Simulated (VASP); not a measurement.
Input:

```xyz
3
Lattice="2.3225 1.3409 7.0410 -2.3225 1.3409 7.0410 0.0000 -2.6817 7.0410" Properties=species:S:1:pos:R:3 pbc="T T T"
Pb     0.0000     0.0000     0.0000
Te     0.0000     0.0000     5.3230
Te     0.0000     0.0000    15.8001
```

Calculation: PBE GGA, VASP's PBE PAW potentials (set 64) (plane waves; VASP 6.6.1). Numerical set-up: 300 eV cut-off, 4×4×4 Γ-centred mesh, Fermi-Dirac smearing of 0.10 eV, potentials Pb_d Te.

At this cut-off the stress carries a Pulay error, which pulls relaxed volumes low. Unless said otherwise, spin-orbit coupling is left out, though it shifts the bands of the heavy elements here.

### Question
Estimate the energy per atom (σ→0), pressure, largest force, band gap (on the k-mesh) with the smallest direct gap where there is one.

### Answer

```
Property                                                     Value
------------------------  ----------------------------------------
band gap (on the k-mesh)  none (metal, semimetal or under 0.01 eV)
energy per atom (σ→0)                               -3.094 eV/atom
pressure                                                 -2.10 GPa
largest force                                           0.146 eV/Å
```

The structure was generated: Te2Pb was put into an ordered model structure, which need not be its known phase. The cell was not relaxed at this level. The k-mesh is coarse (spacing up to 0.40 per Å, 2π included), so the numbers may not be converged in it.
